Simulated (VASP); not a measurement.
A convergence study with VASP on Lu (space group no. 194 when undisturbed): a few settings are varied, all else stays as given below, so the limit is that of these other settings. One atom is moved off its site, so that forces are finite.

```
Lu
1.0
    1.74125    -3.01593     0.00000
    1.74125     3.01593     0.00000
    0.00000     0.00000     5.52225
Lu
2
Cartesian
  1.74125   1.00531   1.43056
  1.74125  -1.00531   4.14169
```

All values below come from PBE GGA, VASP's PBE PAW potentials (set 64) (plane waves; VASP). The last row used: 300 eV cut-off, 18×18×10 Γ-centred mesh, first-order Methfessel-Paxton smearing of 0.010 eV, potentials Lu_3.

```csv
setting,E (eV/atom),pressure (GPa),largest force (eV/Å),irreducible k-points
SIGMA = 1.0,-4.4710,0.99,0.186,330
SIGMA = 0.5,-4.4483,0.82,0.218,330
SIGMA = 0.3,-4.4470,0.74,0.222,330
SIGMA = 0.2,-4.4474,(withheld),0.222,330
SIGMA = 0.1,-4.4474,0.67,0.224,330
SIGMA = 0.05,-4.4473,0.65,0.225,330
SIGMA = 0.02,-4.4473,0.65,0.223,330
SIGMA = 0.01,-4.4473,(withheld),0.222,330
```

Complete the blanks.

- SIGMA = 0.2, pressure (GPa): 0.70
- SIGMA = 0.01, pressure (GPa): 0.66

VASP warned of too few bands at SIGMA = 1.0.

Left out are rungs that failed or repeat a setting and relaxations that didn't move; long series are thinned to 24 rows.

The structure is a typed Lu crystal (space group no. 194). The cell was not relaxed at this level, it is distorted from the ideal structure. VASP warned that the highest band is occupied, so more bands are needed.
